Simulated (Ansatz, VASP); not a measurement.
**Cross-check of GeF2 (1T-GeF2 monolayer) between VASP and Ansatz**

Wanted: the spread between two codes on one cell, functional and k mesh. The structure shown is the end of the Ansatz relaxation below.

Method: plane waves, with VASP 6.6.1 beside it; single point at PBE, in Ansatz 0.2.0.

### Step 1. The structure

The cell holds 3 atoms: 2 F and 1 Ge. Its edges and angles: a = 3.593 Å, b = 3.593 Å, c = 27.903 Å, α = 90.0°, β = 90.0°, γ = 120.0°. Vacuum lies along c. The height across the vacuum is the one that the program set for its solve, not the one typed.

### Step 2. Ansatz: relaxation, PBE

Ansatz runs on its default PAW (the set named soft_2) files.

This run makes the geometry at which the two programs are then compared.

input.yaml

```yaml
crystal:
  lattice:
    - [2.41304, 0.0, 0.0]
    - [-1.20652, 2.0897539403, 0.0]
    - [0.0, 0.0, 18.0513208612]
  atoms:
    - { symbol: F, position: [0.6666666667, 0.3333333333, 0.4431808654] }
    - { symbol: Ge, position: [0.0, 0.0, 0.5] }
    - { symbol: F, position: [0.3333333333, 0.6666666667, 0.5568191346] }
  periodic: [true, true, false]
kpoints:
  mp_grid: { grid: [15, 15, 1] }
hamiltonian:
  xc: pbe
scf:
  occupations: { method: fermi_dirac, width: 0.05 }
relax:
  f_tol: 0.01
  max_steps: 90
  cell: {}
```

Launch:

```bash
$ ansatz run input.yaml --threads 4 --pin off --max-ram 8192MiB --backend cpu --events-out ev --progress --plain --runs-dir out
```

Numbers of over 12 decimals in the logs are rounded to 6 here.

Output:

```text
Warning: crystal.periodic: the lattice vector that does not repeat stood 0.000° off the slab's normal, 18.051 Å along it as the deck builds it. The run solves the slab on a vector along the normal, 27.903 Å long, with every atom where it was (on the deck's vector they left 16.00 Å outside them, and the widest stretch free of ions among them is 1.03 Å). A fractional position that the run reports is one of the run's ce [...]
crystal.periodic: the lattice vector that does not repeat stood 0.000° off the slab's normal, 18.051 Å along it as the deck builds it. The run solves the slab on a vector along the normal, 27.903 Å long, with every atom where it was (on the deck's vector they left 16.00 Å outside them, and the widest stretch free of ions among them is 1.03 Å). A fractional position that the run reports is one of the run's cell, which [...]
Engine: ansatz 0.2.0, aarch64-unknown-linux-gnu
Pseudopotentials: kind: paw
Pseudopotential: F, paw, valence charge 7, recommended cutoff 420 eV (normal), F.paw.azcp
Pseudopotential: Ge, paw, valence charge 14, recommended cutoff 420 eV (normal), Ge.paw.azcp
Functional definition: PBE
  parameter kappa = 0.804
  parameter beta = 0.066725
  exchange = pbe_x(kappa = kappa, mu = beta*pi^2/3)
  correlation = pbe_c(beta = beta)
Crystal: 3 atoms, lattice volume = 140.704 Å³
Basis set: ecut = 420 eV, 2655 PW (Γ), exchange–correlation on 36×36×384 points (8 copies of the dense FFT grid, shifted against one another)
Bands: 18, of which v1, the nominal top of the filled ones, is band 14 counted from 1 (13 counted from 0)
Symmetry: 12 space group operations
Space group: P-3m1 (ITA 164), of the structure as read, at distance tolerance 5.2e-5 Å
k-points: 27 of 225
Non-local potential: F, projectors of the file, l = 0: 2, l = 1: 2, l = 2: 1
Non-local potential: Ge, projectors of the file, l = 0: 2, l = 1: 2, l = 2: 3, l = 3: 1
PAW form: soft (Blöchl's): semilocal exchange-correlation on the pseudo side does not see the compensation charge
PAW one-centre angular grid: F, 110 points (default); XC on 64 Gauss nodes
PAW one-centre angular grid: Ge, 590 points (default); XC on 64 Gauss nodes
Initial density: superposition of atomic densities (neutral atoms: chi_scale 0, normalization atom), corrected by the library's trained network
Initial wavefunctions: pseudopotential atomic-orbital guess
Functional: x = pbe(κ = 0.804, μ = 0.219515), c = pbe(β = 0.066725)
SCF iter   1: F=—  HF=-5896.604855 eV  |F-HF|=—  |Δ(HF+E_count)|=         —  Δρ=1.57e-2  dr2=1.74e1  ethr=1.77e-3  ⟨swp⟩=12.5  Hψ=9533  notcnv=0  defer=9
automatic band count: the SCF goes on with 22 bands, as 18 were too few: the levels above may hold too much charge
preconditioner: auto → LDOS  [metal: Δε(μ)=0.063 eV  Ē_g=25.493 eV  σ=0.050 eV  W_gap=0.30  n_scr=18 (ndim 8)  ℏωp=16.6 eV  f_vac=0.821  D(μ)=1.96/eV (n_scr^D=14)  β→1.0]
[...]
SCF iter   4: F=—  HF=-5911.702002 eV  |F-HF|=—  |Δ(HF+E_count)|=   8.90e-8  Δρ=1.46e-5  dr2=2.02e-7  ethr=5.40e-9  ⟨swp⟩=2.6  Hψ=936  notcnv=0
SCF iter   5: F=-5911.702003 eV  HF=-5911.702003 eV  |F-HF|=3.62e-8  |Δ(HF+E_count)|=   1.79e-7  Δρ=2.97e-6  dr2=9.09e-9  ethr=6.78e-11  ⟨swp⟩=4.5  Hψ=2726  notcnv=0
SCF 24 converged in 5 iterations: F = -5911.702003 eV  dr2 = 9.09e-9
relax step  24: F+E_penalty+E_count = -5911.70200261 eV  Δ(F+E_penalty+E_count) = -2.759e-4 eV  max|allowed force component| = 1.843e-3 eV/Å  Δτ_max = 0.0053 Å  P = -0.007 N/m  Ω = 310.949 Å³  energy of the carried Pulay correction = -8.540e-3 eV  fix = [c, alpha, beta]  reactions: c -0.000 N/m  (5 SCF iters, dr2 threshold 1.90e-8 eV, accepted)
[...]
relax step  25: F+E_penalty+E_count = -5911.71161566 eV  Δ(F+E_penalty+E_count) = -9.613e-3 eV  max|allowed force component| = 1.177e-3 eV/Å  Δτ_max = 0.0000 Å  P = +0.074 N/m  Ω = 310.949 Å³  fix = [c, alpha, beta]  reactions: c +0.000 N/m  stress off target by 7.37e-2 N/m on what of the cell is left free  SCF on the basis re-selected at this cell (its energy is not comparable with the rows above)  (8 SCF iters)
[...]
relax step  26: F+E_penalty+E_count = -5911.71124832 eV  Δ(F+E_penalty+E_count) = +3.673e-4 eV  max|allowed force component| = 4.475e-4 eV/Å  Δτ_max = 0.0039 Å  P = -0.003 N/m  Ω = 311.881 Å³  energy of the carried Pulay correction = -4.477e-4 eV  fix = [c, alpha, beta]  reactions: c -0.000 N/m  (5 SCF iters, dr2 threshold 9.35e-9 eV, accepted)
[...]
relax step  27: F+E_penalty+E_count = -5911.71172452 eV  Δ(F+E_penalty+E_count) = -4.762e-4 eV  max|allowed force component| = 4.570e-4 eV/Å  Δτ_max = 0.0000 Å  P = +0.001 N/m  Ω = 311.881 Å³  fix = [c, alpha, beta]  reactions: c +0.000 N/m  stress off target by 7.47e-4 N/m on what of the cell is left free  SCF on the basis re-selected at this cell (its energy is not comparable with the rows above)  (6 SCF iters)
basis re-selected at this cell: Δ(F+E_penalty+E_count) = -4.762e-4 eV, ΔP = +0.004 N/m vs the last step (what re-selecting the basis moved, of the pressure what is left beyond the Pulay correction that the steps carried, after the strain that the cell walked since its last selection, with what the two solves' SCF thresholds leave and, on support functions, any second-order correction that the steps lacked; it is no measure of the basis error at this ecutwfc). The dense FFT grid was sized anew with the basis: this SCF ran on 25×25×192 points, the steps before it on 24×24×192, so part of this shift can come from that change (see relax.cell in the input reference). [rest of the remark cut]
SCF converged after 6 iterations
Free energy (F): -5911.711725 eV
Harris-Foulkes:  -5911.711724 eV  (|F-HF|=3.24e-8)
Internal energy: -5911.711725 eV  (E = F + TS)
E sigma→0 (E₀):  -5911.711725 eV
Fermi energy:    -5.490157 eV
--- Per-component energies (eV) ---
  E_band       = -567.713105
  E_kinetic    = 518.511711
  E_local      = -41836.607012  (includes V_loc(G=0)·N_el)
  E_nonlocal   = 557.231556
  E_hartree    = 20443.711602
  E_xc         = -233.923674
  E_vxc        = -266.936308  (∫ρ·V_xc dr)
  E_paw        = -2411.102407  (= ΣΔE_a)
  E_vpaw       = -427.341034  (= ΣTr[D̂ρ^β])
  E_aug_tail   = 0.004585  (compensation charges beyond the density's cutoff)
  E_ewald      = 17050.461914
  E_smearing   = -0.000000  (= −TS)
  E_closure    = -0.000000  (closes the sum)
  Σ components = -5911.711725   (vs F -5911.711725, Δ=0.00e0)
--- Forces (eV/Å), atoms counted from 1 ---
  atom   1  F     -0.00000000     0.00000000     0.00045697
  atom   2  Ge     0.00000000    -0.00000000     0.00000000
  atom   3  F      0.00000000    -0.00000000    -0.00045697
  max |Σ_I F_I| component: 4.63e-18 eV/Å
--- 2D stress c σ (N/m, compression-positive) ---
        0.000747      -0.000000       0.000000
       -0.000000       0.000747       0.000000
        0.000000       0.000000       0.000000
  P = ½ c Tr σ = 0.0007 N/m
--- Relaxed structure (22 steps of the walk, 22 accepted, 5 SCFs on fresh bases) ---
  F+E_penalty+E_count = -5911.71172452 eV   max|allowed force component| = 4.570e-4 eV/Å   (the final SCF, on the basis selected at the relaxed cell)
  cell:  # Å, volume = 311.8809 Å³
    - [3.592580, 0, 0]
    - [-1.796290, 3.111265, 0]
    - [0, 0, 27.902642]
  atoms:
    - { symbol: F, position: [0.666667, 0.333333, 0.288479] }
    - { symbol: Ge, position: [0, 0, 0.323470] }
    - { symbol: F, position: [0.333333, 0.666667, 0.358460] }
```

In the SCF lines HF is the Harris–Foulkes energy and dr2 the Hartree energy of the density residual, in eV; the loop may stop once dr2 is under the threshold and the program's other checks hold. Hψ counts applications of the Hamiltonian.

### Step 3. VASP: single point, PBE

The same cell, functional, mesh and smearing now go to VASP, with its own data sets.

Lines of VASP's logs that name or quote its potential files are left out, and so is its time.

INCAR

```
SYSTEM = GeF2
PREC = Accurate
ENCUT = 520
EDIFF = 1E-06
NELM = 120
ISMEAR = -1
SIGMA = 0.05
LREAL = .FALSE.
ALGO = Normal
GGA = PE
NBANDS = 20
LORBIT = 11
LWAVE = .FALSE.
LCHARG = .FALSE.
ISIF = 2
LDIPOL = .TRUE.
IDIPOL = 3
DIPOL = 0.5 0.5 0.323
LVHAR = .TRUE.
LASPH = .TRUE.
GGA_COMPAT = .FALSE.
EFERMI = MIDGAP
NELMDL = -8
```

POSCAR

```
GeF2
1.0
    3.5925796909      0.0000000000      0.0000000000
   -1.7962898454      3.1112652774      0.0000000000
    0.0000000000      0.0000000000     27.9026417189
F Ge
2 1
Direct
    0.6666666667      0.3333333333      0.2884790843
    0.3333333333      0.6666666667      0.3584604078
    0.0000000000      0.0000000000      0.3234697460
```

KPOINTS

```
Automatic mesh
0
Gamma
15 15 1
0 0 0
```

PAW data sets: F and Ge_d (PBE family, release 64).

Launch:

```bash
$ mpirun -np 1 vasp_std
```

Output:

```text
[banner, memory and clock lines left out]
running    1 mpi-ranks, on    1 nodes
 distrk:  each k-point on    1 cores,    1 groups
 distr:  one band on    1 cores,    1 groups

 POSCAR found type information on POSCAR F Ge
 POSCAR found :  2 types and       3 ions
 LDA part: xc-table for (Slater+PW92), standard interpolation
 POSCAR, INCAR and KPOINTS ok, starting setup
 FFT: planning ... GRIDC
 FFT: planning ... GRID_SOFT
 FFT: planning ... GRID
 WAVECAR not read
 entering main loop
       N       E                     dE             d eps       ncg     rms          rms(c)
DAV:   1     0.277392315943E+03    0.27739E+03   -0.12263E+04  1180   0.131E+03
DAV:   2     0.314737856955E+02   -0.24592E+03   -0.23703E+03  1516   0.299E+02
DAV:   3    -0.141492580210E+02   -0.45623E+02   -0.45445E+02  1416   0.152E+02
DAV:   4    -0.154856259556E+02   -0.13364E+01   -0.13317E+01  1416   0.334E+01
DAV:   5    -0.155090351208E+02   -0.23409E-01   -0.23402E-01  1384   0.418E+00
DAV:   6    -0.155094162971E+02   -0.38118E-03   -0.38117E-03  1548   0.479E-01
DAV:   7    -0.155094254571E+02   -0.91600E-05   -0.91600E-05  1432   0.610E-02
DAV:   8    -0.155094256672E+02   -0.21004E-06   -0.20997E-06  1260   0.903E-03    0.771E+00
DAV:   9    -0.137560219447E+02    0.17534E+01   -0.97691E+00  1532   0.322E+01    0.280E+00
DAV:  10    -0.137375820796E+02    0.18440E-01   -0.40269E-01  1128   0.422E+00    0.163E+00
DAV:  11    -0.137237574396E+02    0.13825E-01   -0.10135E-01  1208   0.328E+00    0.309E-01
DAV:  12    -0.137236090820E+02    0.14836E-03   -0.15338E-02  1480   0.125E+00    0.101E-01
DAV:  13    -0.137245054195E+02   -0.89634E-03   -0.13948E-03  1136   0.379E-01    0.319E-02
DAV:  14    -0.137245688692E+02   -0.63450E-04   -0.11553E-04  1444   0.116E-01    0.102E-02
DAV:  15    -0.137246121377E+02   -0.43269E-04   -0.10214E-05  1264   0.319E-02    0.503E-03
DAV:  16    -0.137246560022E+02   -0.43865E-04   -0.29715E-06  1272   0.173E-02    0.170E-03
DAV:  17    -0.137247011536E+02   -0.45151E-04   -0.18940E-06   988   0.114E-02    0.915E-04
DAV:  18    -0.137247256854E+02   -0.24532E-04   -0.11456E-06  1092   0.542E-03    0.743E-04
DAV:  19    -0.137247329641E+02   -0.72787E-05   -0.41468E-07  1176   0.559E-03    0.282E-04
DAV:  20    -0.137247361224E+02   -0.31584E-05   -0.45680E-08  1132   0.161E-03    0.221E-04
DAV:  21    -0.137247392253E+02   -0.31028E-05   -0.68657E-08  1068   0.195E-03    0.121E-04
DAV:  22    -0.137247403985E+02   -0.11733E-05   -0.16570E-08  1080   0.119E-03    0.104E-04
DAV:  23    -0.137247407918E+02   -0.39326E-06   -0.34715E-09   900   0.558E-04
   1 F= -.13724741E+02 E0= -.13724741E+02  d E =-.307243E-12
```

OUTCAR, selected parts (step 3):

```text
ion  position               nearest neighbor table
   1  0.667  0.333  0.288-   3 2.29   3 2.29   3 2.29
   2  0.333  0.667  0.358-   3 2.29   3 2.29   3 2.29
   3  0.000  0.000  0.323-   1 2.29   1 2.29   1 2.29   2 2.29   2 2.29   2 2.29

  LATTYP: Found a hexagonal cell.
 ALAT       =     3.5925796909
 C/A-ratio  =     7.7667425971

 Subroutine GETGRP returns: Found 12 space group operations
 (whereof  6 operations were pure point group operations)

The static configuration has the point symmetry C_3v.
 The point group associated with its full space group is D_3d.

 Found     27 irreducible k-points:

   k-points           NKPTS =     27   k-points in BZ     NKDIM =     27   number of bands    NBANDS=     20

   dimension x,y,z NGX =    28 NGY =   28 NGZ =  210
   dimension x,y,z NGXF=    56 NGYF=   56 NGZF=  420

   ENCUT  =  520.0 eV  38.22 Ry    6.18 a.u.   6.68  6.68 51.88*2*pi/ulx,y,z

   NELECT =      28.0000    total number of electrons

 k-points in reciprocal lattice and weights: Automatic mesh
   0.00000000  0.00000000  0.00000000       0.004
   0.06666667  0.00000000  0.00000000       0.027
   0.13333333  0.00000000  0.00000000       0.027
   0.20000000  0.00000000  0.00000000       0.027
   0.26666667  0.00000000  0.00000000       0.027
   0.33333333  0.00000000  0.00000000       0.027
   0.40000000  0.00000000  0.00000000       0.027
   0.46666667  0.00000000  0.00000000       0.027
   0.06666667  0.06666667  0.00000000       0.027
[...]
0.33333333  0.26666667  0.00000000       0.053
   0.33333333  0.33333333  0.00000000       0.009

 dipolmoment           0.000000      0.000000      0.000003 electrons x Angstroem

 average (electrostatic) potential at core
       1 -83.9796       2 -83.9796       3 -84.2243

 E-fermi :  -4.3747

 k-point     1 :       0.0000    0.0000    0.0000
  band No.  band energies     occupation
    ...
     10      -9.1461      2.00000
     11      -9.0478      2.00000
     12      -9.0478      2.00000
     13      -8.4246      2.00000
     14      -7.6693      2.00000
     15      -3.0298      0.00000
     16       0.6780      0.00000
     17       0.6780      0.00000
     18       0.7764      0.00000
     19       1.0676      0.00000
    ...

 k-point     2 :       0.0667    0.0000    0.0000
  band No.  band energies     occupation
    ...
     10      -9.2560      2.00000
     11      -8.9981      2.00000
     12      -8.9635      2.00000
     13      -8.3970      2.00000
     14      -7.5580      2.00000
     15      -2.9472      0.00000
     16       0.4348      0.00000
     17       0.7132      0.00000
     18       0.9379      0.00000
     19       1.1343      0.00000
    ...

 k-point     3 :       0.1333    0.0000    0.0000
  band No.  band energies     occupation
    ...
     10      -9.4190      2.00000
     11      -8.9831      2.00000
     12      -8.8725      2.00000
     13      -8.3485      2.00000
     14      -7.2808      2.00000
     15      -2.7187      0.00000
     16       0.0622      0.00000
     17       0.8109      0.00000
     18       1.1680      0.00000
     19       1.3336      0.00000
    ...

  Total       -0.0116947     -0.0116947     -0.0728445     -0.0000000      0.0000000      0.0000000
  in kB       -0.0600775     -0.0600775     -0.3742128     -0.0000000      0.0000000      0.0000000
  external PRESSURE =      -0.1647893 kB  Pullay stress =       0.0000000 kB

  energy-cutoff  :      520.00
  volume of cell :      311.88
      direct lattice vectors                 reciprocal lattice vectors
     3.592579691  0.000000000  0.000000000     0.278351515  0.160706322  0.000000000
    -1.796289845  3.111265277  0.000000000     0.000000000  0.321412644  0.000000000
     0.000000000  0.000000000 27.902641719     0.000000000  0.000000000  0.035838900

 POSITION                                       TOTAL-FORCE (eV/Angst)
 -----------------------------------------------------------------------------------
      1.79629      1.03709      8.04933         0.000000     -0.000000     -0.010094
     -0.00000      2.07418     10.00199        -0.000000      0.000000      0.010094
      0.00000      0.00000      9.02566        -0.000000      0.000000      0.000000
 -----------------------------------------------------------------------------------
    total drift:                                0.000001      0.000000     -0.000148

  FREE ENERGIE OF THE ION-ELECTRON SYSTEM (eV)
  ---------------------------------------------------
  free  energy   TOTEN  =       -13.7247407918 eV

  energy  without entropy=      -13.7247407918  energy(sigma->0) =      -13.72474079

 vacuum level on the upper side and lower side of the slab         1.161         1.161

 total charge
# of ion       s       p       d       tot
------------------------------------------
    1        1.746   4.303   0.000   6.049
    2        1.746   4.303   0.000   6.049
    3        1.467   0.390  10.039  11.897
--------------------------------------------------
tot          4.959   8.996  10.039  23.994

[... 3 further parts left out ...]
```

### Step 4. Differences

Known differences besides the potentials themselves: Ansatz cuts the interaction across the vacuum, VASP repeats the sheet with a dipole correction; the cutoff is 420 eV in Ansatz and 520 eV in VASP. Total energies have different zeros and are not compared.

Both answers:

```csv
quantity,Ansatz,VASP,difference
gap on the k mesh (eV),2.696,2.690,+0.006
```

At this near-relaxed geometry the largest component of a force difference is 11 meV/Å. A gap on the mesh is an upper bound, since the band edges may lie between its points. With vacuum in the cell, a pressure given here is an average over mostly empty space and none of the material.

### Step 5. What came out

```
difference in gap on the k mesh (single point, PBE) : 0.0059 eV
```

The difference in gap on the k mesh is 0.0059 eV (single point, PBE), within the 0.08 eV picked in this series as the mark of a large difference. Such differences can come from data sets, numerical settings and the points named under the comparisons, not from the functional's error against experiment.

[Lines on the potential files, build, host, timing and source positions are cut from VASP's logs without a mark.]

[Logs are printed without paths, hosts, clocks, repeated set-up lines and the standing remarks that a program may print on its own settings, such as how far it seeks lower states.]

[Hosts, paths, dates, database ids (printed as entryN), source tags and the programs' standing remarks are cut or masked in the printed files.]
